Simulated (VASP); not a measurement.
## A VASP study of CaC4O4 (PBEsol): structure first, properties next

Aim: relax CaC4O4 with PBEsol, compute its properties on that cell and hold them against experiment. The steps: relaxing cell and atoms (PBEsol), second relaxation, single point with fields (PBEsol), band structure (PBEsol), total and projected DOS (PBEsol), independent-particle dielectric function (PBEsol) and dielectric tensor and Born charges (PBEsol). The start is a computed cell from the Materials Project.

Main program and level: VASP 6.6.1; PBEsol; plane waves and PAW (Ca_sv, C, O).

The experiments to compare with:

“Eu(O2C‐C≡C‐CO2): An EuII Containing Anhydrous Coordination Polymer with High Stability and Negative Thermal Expansion” (2020, pmc:7065108) quotes from earlier work for CaC4O4, SrADC type, tetragonal (earlier literature sample, 300 K): lattice constant a 6.8778 ± 0.0003 Å [literature value quoted for comparison; ambient conditions]; lattice constant c 10.2011 ± 0.0004 Å [literature value quoted for comparison; ambient conditions].

### Step 1. The starting structure

Before any relaxation, the start is as follows. Symmetry: I4_1/amd, No. 141, tetragonal system. The conventional cell has a = 6.982 Å, b = 6.982 Å, c = 10.304 Å, α = 90.00°, β = 90.00°, γ = 90.00°. Ca has 8 O at 2.38 to 2.73 Å nearest. Nearest to C lie 2 C at 1.22 to 1.44 Å. Nearest to C lie 2 O at 1.27 Å and 1 C at 1.44 Å. Nearest to O lie 2 C at 1.27 to 2.33 Å and 2 Ca at 2.38 to 2.73 Å. Farther neighbours and most contacts between anions are not listed.

### Step 2. Relaxing cell and atoms (PBEsol)

Properties are meant for the cell that this level of theory prefers, so cell and atoms are relaxed first (ISIF = 3) until forces and stress are small; EDIFFG sets the threshold. PBEsol restores the gradient expansion of exchange and is tuned for the cells of solids.

Contents of INCAR:

```
SYSTEM = CaC4O4
PREC = Accurate
ENCUT = 520
EDIFF = 1E-06
NELM = 100
ISMEAR = 0
SIGMA = 0.05
LREAL = .FALSE.
ALGO = Normal
GGA = PS
NBANDS = 68
LORBIT = 11
LWAVE = .FALSE.
LCHARG = .FALSE.
KPAR = 8
IBRION = 2
NSW = 60
ISIF = 3
EDIFFG = -0.01
```

Contents of POSCAR:

```
CaC4O4
1.0
   -3.4911290000      3.4911290000      5.1518030000
    3.4911290000     -3.4911290000      5.1518030000
    3.4911290000      3.4911290000     -5.1518030000
Ca C O
2 8 8
Direct
    0.5000000000      0.5000000000      0.0000000000
    0.2500000000      0.7500000000      0.5000000000
    0.0591470000      0.0591470000      0.0000000000
    0.8091470000      0.3091470000      0.5000000000
    0.6908530000      0.1908530000      0.5000000000
    0.9408530000      0.9408530000      0.0000000000
    0.1989575000      0.1989575000      0.0000000000
    0.9489575000      0.4489575000      0.5000000000
    0.5510425000      0.0510425000      0.5000000000
    0.8010425000      0.8010425000      0.0000000000
    0.2580055000      0.4177350000      0.1597295000
    0.1677350000      0.5080055000      0.6597295000
    0.8482760000      0.5080055000      0.3402705000
    0.2580055000      0.0982760000      0.8402705000
    0.4919945000      0.8322650000      0.3402705000
    0.5822650000      0.7419945000      0.8402705000
    0.9017240000      0.7419945000      0.1597295000
    0.4919945000      0.1517240000      0.6597295000
```

Contents of KPOINTS:

```
Automatic mesh
0
Gamma
4 4 4
0 0 0
```

The projector-augmented-wave data sets are Ca_sv, C and O (PBE family, release 64).

On the command line:

```sh
$ mpirun -np 8 vasp_std
```

The program printed:

```text
[banner, memory and clock lines left out]
running    8 mpi-ranks, on    1 nodes
 distrk:  each k-point on    1 cores,    8 groups
 distr:  one band on    1 cores,    1 groups

 POSCAR found type information on POSCAR CaC O
 POSCAR found :  3 types and      18 ions
|                                                                             |
|           W    W    AA    RRRRR   N    N  II  N    N   GGGG   !!!           |
|           W    W   A  A   R    R  NN   N  II  NN   N  G    G  !!!           |
|           W    W  A    A  R    R  N N  N  II  N N  N  G       !!!           |
|           W WW W  AAAAAA  RRRRR   N  N N  II  N  N N  G  GGG   !            |
|           WW  WW  A    A  R   R   N   NN  II  N   NN  G    G                |
|           W    W  A    A  R    R  N    N  II  N    N   GGGG   !!!           |
|                                                                             |
|     For optimal performance we recommend to set                             |
|       NCORE = 2 up to number-of-cores-per-socket                            |
|     NCORE specifies how many cores store one orbital (NPAR=cpu/NCORE).      |
|     This setting can greatly improve the performance of VASP for DFT.       |
|     The default, NCORE=1 might be grossly inefficient on modern             |
|     multi-core architectures or massively parallel machines. Do your        |
|     Unfortunately you need to use the default for GW and RPA                |
|     calculations (for HF NCORE is supported but not extensively tested      |
|     yet).                                                                   |
|                                                                             |

|                                                                             |
|               ----> ADVICE to this user running VASP <----                  |
|                                                                             |
|     You have a (more or less) 'large supercell' and for larger cells it     |
|     might be more efficient to use real-space projection operators.         |
|     Therefore, try LREAL= Auto in the INCAR file.                           |
|     Mind: For very accurate calculation, you might also keep the            |
|     reciprocal projection scheme (i.e. LREAL=.FALSE.).                      |
|                                                                             |

|                                                                             |
|               ----> ADVICE to this user running VASP <----                  |
|                                                                             |
|     You enforced a specific xc type in the INCAR file but a different       |
|     [... a line on the potential file left out ...]
|     I HOPE YOU KNOW WHAT YOU ARE DOING!                                     |
|                                                                             |

 LDA part: xc-table for (Slater+PW92), standard interpolation
 POSCAR, INCAR and KPOINTS ok, starting setup
 FFT: planning ... GRIDC
 FFT: planning ... GRID_SOFT
 FFT: planning ... GRID
 WAVECAR not read
 entering main loop
       N       E                     dE             d eps       ncg     rms          rms(c)
DAV:   1     0.777781974720E+03    0.77778E+03   -0.50369E+04  1768   0.138E+03
DAV:   2    -0.840325465974E+02   -0.86181E+03   -0.83440E+03  2208   0.357E+02
DAV:   3    -0.153061022871E+03   -0.69028E+02   -0.68548E+02  2296   0.104E+02
DAV:   4    -0.155224508267E+03   -0.21635E+01   -0.21581E+01  2848   0.161E+01
DAV:   5    -0.155356051856E+03   -0.13154E+00   -0.13151E+00  2792   0.255E+00    0.226E+01
DAV:   6    -0.144622923698E+03    0.10733E+02   -0.35040E+01  2048   0.227E+01    0.101E+01
DAV:   7    -0.143780722714E+03    0.84220E+00   -0.31335E+00  2352   0.719E+00    0.550E+00
DAV:   8    -0.143580887880E+03    0.19983E+00   -0.13158E+00  2136   0.400E+00    0.137E+00
DAV:   9    -0.143572660286E+03    0.82276E-02   -0.17051E-01  2464   0.193E+00    0.632E-01
DAV:  10    -0.143576432969E+03   -0.37727E-02   -0.36750E-02  2256   0.813E-01    0.190E-01
DAV:  11    -0.143577714425E+03   -0.12815E-02   -0.40314E-03  2416   0.248E-01    0.920E-02
DAV:  12    -0.143578480760E+03   -0.76634E-03   -0.75636E-04  2144   0.106E-01    0.287E-02
DAV:  13    -0.143578598556E+03   -0.11780E-03   -0.18733E-04  2424   0.486E-02    0.121E-02
DAV:  14    -0.143578612941E+03   -0.14385E-04   -0.30149E-05  2248   0.195E-02    0.436E-03
DAV:  15    -0.143578613971E+03   -0.10295E-05   -0.31969E-06  2136   0.647E-03    0.151E-03
DAV:  16    -0.143578614019E+03   -0.48429E-07   -0.41220E-07  1480   0.268E-03
   1 F= -.14357861E+03 E0= -.14357861E+03  d E =-.143579E+03
 curvature:   0.00 expect dE= 0.000E+00 dE for cont linesearch  0.000E+00
 trial: gam= 0.00000 g(F)=  0.887E-02 g(S)=  0.868E-01 ort = 0.000E+00 (trialstep = 0.100E+01)
 search vector abs. value=  0.956E-01
 bond charge predicted
       N       E                     dE             d eps       ncg     rms          rms(c)
DAV:   1    -0.143841141065E+03   -0.26253E+00   -0.10357E+01  1896   0.160E+01    0.382E+00
DAV:   2    -0.143579178352E+03    0.26196E+00   -0.89552E-01  1996   0.431E+00    0.132E+00
DAV:   3    -0.143544337089E+03    0.34841E-01   -0.12000E-01  2112   0.163E+00    0.475E-01
DAV:   4    -0.143540059261E+03    0.42778E-02   -0.34314E-02  2752   0.820E-01    0.163E-01
DAV:   5    -0.143540246568E+03   -0.18731E-03   -0.37927E-03  2568   0.271E-01    0.874E-02
DAV:   6    -0.143540519483E+03   -0.27291E-03   -0.54531E-04  3024   0.762E-02    0.595E-02
DAV:   7    -0.143540718983E+03   -0.19950E-03   -0.22749E-04  3184   0.539E-02    0.101E-02
DAV:   8    -0.143540728861E+03   -0.98782E-05   -0.38528E-05  2848   0.228E-02    0.274E-03
DAV:   9    -0.143540728381E+03    0.48027E-06   -0.29335E-06  2008   0.681E-03
   2 F= -.14354073E+03 E0= -.14354073E+03  d E =0.378856E-01
[... from here on, the cycles between the ionic steps are left out ...]
   3 F= -.14359621E+03 E0= -.14359621E+03  d E =-.175919E-01
   4 F= -.14360858E+03 E0= -.14360858E+03  d E =-.123724E-01
   5 F= -.14361326E+03 E0= -.14361326E+03  d E =-.170570E-01
   6 F= -.14361198E+03 E0= -.14361198E+03  d E =0.127801E-02
   7 F= -.14361987E+03 E0= -.14361987E+03  d E =-.660698E-02
   8 F= -.14362760E+03 E0= -.14362760E+03  d E =-.773419E-02
   9 F= -.14362760E+03 E0= -.14362760E+03  d E =-.773478E-02
  10 F= -.14362760E+03 E0= -.14362760E+03  d E =-.773247E-02
  11 F= -.14362785E+03 E0= -.14362785E+03  d E =-.251913E-03
  12 F= -.14362792E+03 E0= -.14362792E+03  d E =-.318962E-03
  13 F= -.14362793E+03 E0= -.14362793E+03  d E =-.324927E-03
  14 F= -.14362783E+03 E0= -.14362783E+03  d E =0.953344E-04
  15 F= -.14362795E+03 E0= -.14362795E+03  d E =-.248606E-04
  16 F= -.14362800E+03 E0= -.14362800E+03  d E =-.525995E-04
  17 F= -.14362811E+03 E0= -.14362811E+03  d E =-.162184E-03
  18 F= -.14362811E+03 E0= -.14362811E+03  d E =-.158784E-03
  19 F= -.14362815E+03 E0= -.14362815E+03  d E =-.193709E-03
  20 F= -.14362816E+03 E0= -.14362816E+03  d E =-.184614E-04
  21 F= -.14362821E+03 E0= -.14362821E+03  d E =-.664453E-04
  22 F= -.14362828E+03 E0= -.14362828E+03  d E =-.130369E-03
  23 F= -.14362827E+03 E0= -.14362827E+03  d E =-.121720E-03
  24 F= -.14362830E+03 E0= -.14362830E+03  d E =-.151287E-03
 curvature:  -1.58 expect dE=-0.311E-03 dE for cont linesearch -0.206E-08
 trial: gam= 0.19773 g(F)=  0.192E-03 g(S)=  0.547E-05 ort =-0.361E-05 (trialstep = 0.773E-01)
 search vector abs. value=  0.586E-03
 bond charge predicted
       N       E                     dE             d eps       ncg     rms          rms(c)
DAV:   1    -0.143628300198E+03   -0.29068E-05   -0.66897E-04  1776   0.106E-01    0.708E-03
DAV:   2    -0.143628300464E+03   -0.26590E-06   -0.14395E-05  2168   0.156E-02    0.415E-03
DAV:   3    -0.143628299957E+03    0.50752E-06   -0.96424E-07  1196   0.482E-03
  25 F= -.14362830E+03 E0= -.14362830E+03  d E =-.279598E-05
 trial-energy change:   -0.000003  1 .order   -0.000009   -0.000015   -0.000003
 step:   0.0981(harm=  0.0981)  dis= 0.00016  next Energy=  -143.628307 (dE=-0.964E-05)
 reached required accuracy - stopping structural energy minimisation
```

Run time: 9.8 min. Hardware: 8 MPI ranks of Intel Xeon Platinum 8559C (Emerald Rapids), shared host; peak memory 4.4 GiB; 75 min of CPU time.

The logs omit lines about the potential files and the build; timing stands in the text.

OUTCAR, selected parts (step 2):

```text
ion  position               nearest neighbor table
   1  0.500  0.500  0.000-  13 2.38  18 2.38  15 2.38  12 2.38
   2  0.250  0.750  0.500-  14 2.38  17 2.38  16 2.38  11 2.38
   3  0.059  0.059  0.000-   6 1.22   7 1.44
   4  0.809  0.309  0.500-   5 1.22   8 1.44
   5  0.691  0.191  0.500-   4 1.22   9 1.44
   6  0.941  0.941  0.000-   3 1.22  10 1.44
   7  0.199  0.199  0.000-  11 1.27  14 1.27   3 1.44
   8  0.949  0.449  0.500-  12 1.27  13 1.27   4 1.44
   9  0.551  0.051  0.500-  15 1.27  18 1.27   5 1.44
  10  0.801  0.801  0.000-  16 1.27  17 1.27   6 1.44
  11  0.258  0.418  0.160-   7 1.27   2 2.38
  12  0.168  0.508  0.660-   8 1.27   1 2.38
  13  0.848  0.508  0.340-   8 1.27   1 2.38
  14  0.258  0.098  0.840-   7 1.27   2 2.38
  15  0.492  0.832  0.340-   9 1.27   1 2.38
  16  0.582  0.742  0.840-  10 1.27   2 2.38
  17  0.902  0.742  0.160-  10 1.27   2 2.38
  18  0.492  0.152  0.660-   9 1.27   1 2.38

  LATTYP: Found a body centered tetragonal cell.
 ALAT       =     6.9822580000
 C/A-ratio  =     1.4756839406

 Subroutine GETGRP returns: Found 16 space group operations
 (whereof  8 operations were pure point group operations)

The static configuration has the point symmetry D_2d.
 The point group associated with its full space group is D_4h.

 Found     13 irreducible k-points:

   k-points           NKPTS =     13   k-points in BZ     NKDIM =     13   number of bands    NBANDS=     68

   dimension x,y,z NGX =    54 NGY =   54 NGZ =   54
   dimension x,y,z NGXF=   108 NGYF=  108 NGZF=  108

   ENCUT  =  520.0 eV  38.22 Ry    6.18 a.u.  13.27 13.27 13.27*2*pi/ulx,y,z

   NELECT =     100.0000    total number of electrons

 k-points in reciprocal lattice and weights: Automatic mesh
   0.00000000  0.00000000  0.00000000       0.016
   0.25000000  0.00000000  0.00000000       0.125
   0.50000000  0.00000000  0.00000000       0.062
   0.25000000  0.25000000  0.00000000       0.125
   0.50000000  0.25000000  0.00000000       0.250
  -0.25000000  0.25000000  0.00000000       0.062
   0.50000000  0.50000000  0.00000000       0.031
   0.25000000  0.25000000  0.25000000       0.031
  -0.25000000  0.25000000  0.25000000       0.062
   0.50000000  0.50000000  0.25000000       0.062
  -0.25000000  0.50000000  0.25000000       0.125
  -0.25000000 -0.25000000  0.25000000       0.031
   0.50000000  0.50000000  0.50000000       0.016

 average (electrostatic) potential at core
       1 -46.9407       2 -46.9407       3 -53.8451       4 -53.8451       5 -53.8451
       6 -53.8451       7 -56.3937       8 -56.3937       9 -56.3937      10 -56.3937
      11 -74.4290      12 -74.4290      13 -74.4290      14 -74.4290      15 -74.4290
      16 -74.4290      17 -74.4290      18 -74.4290

 E-fermi :  -0.4005

 k-point     1 :       0.0000    0.0000    0.0000
  band No.  band energies     occupation
    ...
     46      -1.2163      2.00000
     47      -0.8844      2.00000
     48      -0.8844      2.00000
     49      -0.6429      2.00000
     50      -0.6429      2.00000
     51       3.4005      0.00000
     52       3.4005      0.00000
     53       3.8840      0.00000
     54       3.8840      0.00000
     55       5.7103      0.00000
    ...

 k-point     2 :       0.2500    0.0000    0.0000
  band No.  band energies     occupation
    ...
     46      -1.2361      2.00000
     47      -0.9058      2.00000
     48      -0.8690      2.00000
     49      -0.7663      2.00000
     50      -0.6732      2.00000
     51       3.2982      0.00000
     52       3.4171      0.00000
     53       3.7559      0.00000
     54       3.8549      0.00000
     55       6.0167      0.00000
    ...

 k-point     3 :       0.5000    0.0000    0.0000
  band No.  band energies     occupation
    ...
     46      -1.1996      2.00000
     47      -0.9070      2.00000
     48      -0.8921      2.00000
     49      -0.8240      2.00000
     50      -0.7309      2.00000
     51       3.2212      0.00000
     52       3.4306      0.00000
     53       3.6213      0.00000
     54       3.8005      0.00000
     55       6.4247      0.00000
    ...

  Total        0.0082514      0.0082514      0.0118328      0.0000000      0.0000000      0.0000000
  in kB        0.0543766      0.0543766      0.0779779      0.0000000      0.0000000      0.0000000
  external PRESSURE =       0.0622437 kB  Pullay stress =       0.0000000 kB

  energy-cutoff  :      520.00
  volume of cell :      243.12
      direct lattice vectors                 reciprocal lattice vectors
    -3.447677424  3.447677424  5.113457444     0.000000000  0.145025169  0.097781199
     3.447677424 -3.447677424  5.113457444     0.145025169  0.000000000  0.097781199
     3.447677424  3.447677424 -5.113457444     0.145025169  0.145025169  0.000000000

 POSITION                                       TOTAL-FORCE (eV/Angst)
 -----------------------------------------------------------------------------------
      0.00000      0.00000      5.11346        -0.000000     -0.000000     -0.000000
      3.44768      0.00000      2.55673        -0.000000     -0.000000     -0.000000
     -0.00000      0.00000      0.60874        -0.000000     -0.000000      0.006609
      0.00000      3.44768      3.16546        -0.000000     -0.000000      0.006609
     -0.00000      3.44768      1.94799        -0.000000     -0.000000     -0.006609
      0.00000      0.00000      9.61818        -0.000000     -0.000000     -0.006609
      0.00000      0.00000      2.04509        -0.000000     -0.000000     -0.002184
      0.00000      3.44768      4.60182        -0.000000     -0.000000     -0.002184
     -0.00000      3.44768      0.51164        -0.000000     -0.000000      0.002184
      0.00000      0.00000      8.18182        -0.000000     -0.000000      0.002184
      1.11068      0.00000      2.65246        -0.001501     -0.000000      0.000166
      3.44768      1.11068      0.09573        -0.000000     -0.001501      0.000166
      0.00000      2.33700      5.20919         0.000000      0.001501      0.000166
      2.33700      3.44768     -2.46099         0.001501     -0.000000      0.000166
      2.33700      0.00000      5.01772         0.001501      0.000000     -0.000166
      3.44768      2.33700      2.46099         0.000000      0.001501     -0.000166
     -0.00000      1.11068      7.57445        -0.000000     -0.001501     -0.000166
      1.11068      3.44768     -0.09573        -0.001501     -0.000000     -0.000166
 -----------------------------------------------------------------------------------
    total drift:                                0.000000      0.000000      0.000000

  FREE ENERGIE OF THE ION-ELECTRON SYSTEM (eV)
  ---------------------------------------------------
  free  energy   TOTEN  =      -143.6282999568 eV

  energy  without entropy=     -143.6282999568  energy(sigma->0) =     -143.62829996

 reached required accuracy - stopping structural energy minimisation

 total charge
# of ion       s       p       d       tot
------------------------------------------
    1        2.019   5.861   0.195   8.075
    2        2.019   5.861   0.195   8.075
    3        0.906   1.758   0.000   2.664
    4        0.906   1.758   0.000   2.664
    5        0.906   1.758   0.000   2.664
    6        0.906   1.758   0.000   2.664
    7        0.857   1.732   0.000   2.589
    8        0.857   1.732   0.000   2.589
    9        0.857   1.732   0.000   2.589
   10        0.857   1.732   0.000   2.589
   11        1.570   3.571   0.000   5.141
   12        1.570   3.571   0.000   5.141
   13        1.570   3.571   0.000   5.141
   14        1.570   3.571   0.000   5.141
   15        1.570   3.571   0.000   5.141
   16        1.570   3.571   0.000   5.141
   17        1.570   3.571   0.000   5.141
   18        1.570   3.571   0.000   5.141
--------------------------------------------------
tot         23.652  54.251   0.390  78.292

[... 3 further parts left out ...]
```

The gap is read on the k-mesh alone, so it is an upper bound where the band edges lie off the mesh. The PAW data sets were made with PBE, which is usual practice but a small mismatch for other functionals. The run keeps the 16 symmetry operations of its start, so it cannot find a distortion of lower symmetry.

[end of part 1 of 7]

[Lines on the potential files, build, host, timing and source positions are cut from VASP's logs without a mark.]

[Logs are printed without paths, hosts, clocks, repeated set-up lines and the standing remarks that a program may print on its own settings, such as how far it seeks lower states.]

[Hosts, paths, dates, database ids (printed as entryN), source tags and the programs' standing remarks are cut or masked in the printed files.]

[A measured line is paired with the nearest computed mode of its activity, which favours agreement.]

[In band tables of VASP the shares of atoms and orbitals are scaled to a sum of 1 inside the atoms' spheres.]
